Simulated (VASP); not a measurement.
Set up this calculation in VASP 6.6.1, as the native input.

| Quantity | Value |
| --- | --- |
| Task | single point |
| Functional | PBE |
| Potentials or basis | VASP PAW PBE potentials, release 64 (O, H, S) |
| Cutoff | 520 eV |
| k mesh | 1 × 1 × 1 |
| Occupations | fermi-dirac, width 0.05 eV |
| Spin | no spin polarisation |
| Dipole correction | no |
| Further INCAR settings | LREAL = Auto; ALGO = Normal; EDIFF = 1e-07; NBANDS = 55 |

The structure of H18SO8 lies in POSCAR:

```
H18SO8
1.0
    6.6943300000      0.0000000000      0.0000000000
    0.0000000000      6.6943300000      0.0000000000
    0.0000000000      0.0000000000      6.6943300000
O H S
8 18 1
Direct
   -0.0493103866      0.1051188095      0.2041279710
    0.8274166347      0.4412689545      0.7050742942
    0.4307974062      0.4855900441      0.2029628058
    0.5876614986      1.1174083142      0.3416025203
    0.9375844931      0.5157648338      0.3414382022
    0.2602052782      0.4165913542      0.8431762402
    0.8862724126      0.0450829284      0.7767319508
    0.2488075730      0.8248174201      0.1496789074
    0.0581238152      0.0134591513      0.2299259224
   -0.0773341021      0.1083006066      0.0620525131
    0.9470253184      0.4633174642      0.7905346764
    0.8871537555      0.4782405409      0.5776082147
    0.4781658508      0.3789923712      0.2940398815
    0.3704926408      0.4346215379      0.0801125729
    0.7321270389      1.0961664573      0.3025993639
    0.5135988217      1.0426286126      0.2447145569
    1.0181302685      0.6099938306      0.2621621581
    0.9678339729      0.3857742298      0.2837475894
    0.3242146712      0.5116718178      0.7494551359
    0.2114177222      0.2956681251      0.7759252980
    0.8354234106      0.1726685120      0.7313652001
    0.8000651297     -0.0625902816      0.7389088975
    0.2417717680      0.8543349372      0.0078275197
    0.3215706426      0.6985165058      0.1681124175
    0.6131756277      0.6567796927      0.4846190732
    0.4767915534      0.8953248495      0.5601157995
    0.5419063596      0.7364740011      0.6642785760
```

The cell was built by a generator and needn't be a form met in nature.

The input as run:

INCAR

```
SYSTEM = H18SO8
PREC = Accurate ; ENCUT = 520
EDIFF = 1E-7 ; ISMEAR = -1
SIGMA = 0.05 ; LREAL = Auto
LASPH = .True. ; NELM = 80
ALGO = Normal ; ISIF = 2
LWAVE = .False. ; LCHARG = .False.
GGA = PE ; NBANDS = 55
```

KPOINTS

```
regular mesh
0
Gamma
  1 1 1
  0 0 0
```

Potentials or basis: VASP PAW PBE potentials, release 64 (O, H, S).

The run is started by

```bash
$ cat potpaw_PBE.64/O/POTCAR potpaw_PBE.64/H/POTCAR potpaw_PBE.64/S/POTCAR > POTCAR
$ mpirun -np 1 vasp_gam > vasp.out
```

Results of the run:

The pressure is 1.6 GPa, the largest force is 1.965 eV/Å and the band gap on the k mesh is 4.22 eV, direct.

Wall time 24 s on 1 thread of Intel(R) Xeon(R) 6975P-C (Granite Rapids) (shared host), peak memory 0.32 GiB.
